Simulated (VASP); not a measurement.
Write the native input for VASP 6.6.1 that does the following.

| Property | Result |
| --- | --- |
| Task | relaxation of cell and atoms |
| Functional | PBE |
| Potentials or basis | VASP PAW PBE potentials, release 64 (Na_pv, Ca_sv, F) |
| Cutoff | 600 eV |
| k mesh | 4 × 4 × 4 |
| Occupations | gaussian, width 0.1 eV |
| Spin | no spin polarisation |
| Dipole correction | no |
| Further INCAR settings | ALGO = Fast; EDIFF = 1e-07; IBRION = 2; EDIFFG = -0.04; NSW = 90; ISIF = 3 |

The structure of NaCaF3 lies in POSCAR:

```
NaCaF3
1.0
    4.3936458500      0.0000000000      0.0000000000
    0.0000000000      4.3936458500      0.0000000000
    0.0000000000      0.0000000000      4.3936458500
Na Ca F
1 1 3
Direct
    0.0000000000      0.0000000000      0.0000000000
    0.5000000000      0.5000000000      0.5000000000
    0.5000000000      0.0000000000      0.0000000000
    0.0000000000      0.5000000000      0.0000000000
    0.0000000000      0.0000000000      0.5000000000
```

The cell was built by a generator and needn't be a form met in nature.

One way to write it, as run:

INCAR

```
  PREC = Accurate
  ENCUT = 600
  EDIFF = 1E-7
  ISMEAR = 0
  SIGMA = 0.1
  LREAL = F
  LASPH = T
  NELM = 60
  ALGO = Fast
  ISIF = 3
  LWAVE = F
  LCHARG = F
  GGA = PE
  IBRION = 2
  NSW = 90
  EDIFFG = -0.04
```

KPOINTS

```
regular mesh
0
Gamma
  4 4 4
```

Potentials or basis: VASP PAW PBE potentials, release 64 (Na_pv, Ca_sv, F).

Command:

```sh
$ cat potpaw_PBE.64/Na_pv/POTCAR potpaw_PBE.64/Ca_sv/POTCAR potpaw_PBE.64/F/POTCAR > POTCAR
$ mpirun -np 1 vasp_std > vasp.out
```

It gave:

```
Relaxed volume                         : 13.77 Å³/atom
Relaxed cell                           : a = 4.098 Å, b = 4.098 Å, c = 4.098 Å, α = 90.00°, β = 90.00°, γ = 90.00°
Space group after relaxing (to 0.05 Å) : Pm-3m (No. 221)
Energy gained by relaxing              : 95.5 meV/atom
Ionic steps                            : 4
Pressure after relaxing                : 0.1 GPa
Band gap on the k mesh                 : 4.97 eV, direct
```

Caveat: the volume moved by over 15 % at a fixed basis, so the end points are rough.

It took 94 s on 1 thread of Intel(R) Xeon(R) 6975P-C (Granite Rapids), with other jobs on the host, peak memory 0.22 GiB.
